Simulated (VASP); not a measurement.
Here is a VASP 6.6.1 calculation.

INCAR

```
PREC = Accurate
ENCUT = 520
EDIFF = 1E-7
ISMEAR = 0
SIGMA = 0.05
LREAL = False
LASPH = True
NELM = 100
ALGO = Normal
ISIF = 2
LWAVE = False
LCHARG = True
GGA = PS
LELF = True
LVHAR = True
NBANDS = 25
```

The input KPOINTS:

```
Automatic mesh
0
Gamma
  4 4 4
```

The input POSCAR:

```
Na3SBr
1.0
    5.1962231445      0.0000000000      0.0000000000
    0.0000000000      5.1962231445      0.0000000000
    0.0000000000      0.0000000000      5.1962231445
Br S Na
1 1 3
Direct
    0.0000000000      0.0000000000      0.0000000000
    0.5000000000      0.5000000000      0.5000000000
    0.5000000000      0.5000000000      0.0000000000
    0.5000000000      0.0000000000      0.5000000000
    0.0000000000      0.5000000000      0.5000000000
```

Potentials or basis: VASP PAW PBE potentials, release 64 (Br, S, Na_pv).

The run is started by

```sh
$ cat potpaw_PBE.64/Br/POTCAR potpaw_PBE.64/S/POTCAR potpaw_PBE.64/Na_pv/POTCAR > POTCAR
$ mpirun -np 1 vasp_std > vasp.out
```

Question: What does it give for the band gap on the k mesh?

Answer: 2.48 eV, direct.

Question: Predict the pressure.

Answer: 0.1 GPa.

Caveat: the PAW data sets were made with another functional, which shifts forces and pressure a little.
